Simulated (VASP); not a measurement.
Input for VASP

**INCAR**
```
SYSTEM = Sr
PREC = Accurate
ENCUT = 400
EDIFF = 1E-6
NELM = 100
ALGO = Normal
LREAL = .FALSE.
LASPH = .TRUE.
ISMEAR = 1
SIGMA = 0.1
GGA = PE
LMAXMIX = 4
LWAVE = .FALSE.
LCHARG = .FALSE.
ISIF = 2
```

### POSCAR
```
Sr
1
    0.0000000000     3.1008000000     3.1008000000
    3.1008000000     0.0000000000     3.1008000000
    3.1008000000     3.1008000000     0.0000000000
Sr
1
Direct
  0.0000000000   0.0000000000   0.0000000000
```

File KPOINTS:
```
Automatic mesh
0
Gamma
8 8 8
0 0 0
```

POTCAR, in this order: Sr_sv (PBE.64 set). Program: vasp_std.

Write an equivalent input for Quantum ESPRESSO's pw.x.

One equivalent input (not run):
```
&CONTROL
  calculation = 'scf'
  pseudo_dir = './pseudo'
  outdir = './out'
  tprnfor = .true.
  tstress = .true.
/
&SYSTEM
  ibrav = 0
  nat = 1
  ntyp = 1
  ecutwfc = 68
  occupations = 'smearing'
  smearing = 'methfessel-paxton'
  degauss = 0.00735
  input_dft = 'pbe'
/
&ELECTRONS
  conv_thr = 7.3e-08
  electron_maxstep = 100
/
ATOMIC_SPECIES
  Sr 87.620 Sr.upf
CELL_PARAMETERS angstrom
     0.0000000    3.1008000    3.1008000
     3.1008000    0.0000000    3.1008000
     3.1008000    3.1008000    0.0000000
ATOMIC_POSITIONS crystal
  Sr   0.0000000  0.0000000  0.0000000
K_POINTS automatic
  8 8 8 0 0 0
```
The two are equivalent in intent, not identical: the potentials are each code's own (VASP's PAW set, PseudoDojo norm-conserving files in pw.x), so ENCUT and ecutwfc are chosen apart and not converted; conv_thr bounds pw.x's estimated SCF error, while EDIFF bounds the energy change between steps.

The compound is Sr in the fcc structure. The cell was not relaxed at this level.
